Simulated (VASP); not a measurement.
Computed with LDA (Ceperley-Alder, Perdew-Zunger), VASP's LDA PAW potentials (set 64) (plane waves; VASP 6.6.1).

Gaps are without spin-orbit coupling.

```
Item                                                  Result
---------------------------------------------  -------------
volume per atom                                16.58 Å³/atom
band gap (over mesh and band path)                   3.21 eV
smallest direct gap (over mesh and band path)        3.57 eV
```

Task: Which relaxed crystal gives these values?
A) AlGaSb2, R3m (160)
B) HfO2, Fm-3m (225)
C) TlBiF4, P4/mmm (123)
D) KMgF3, Pm-3m (221)

Result: C, TlBiF4, P4/mmm (123)
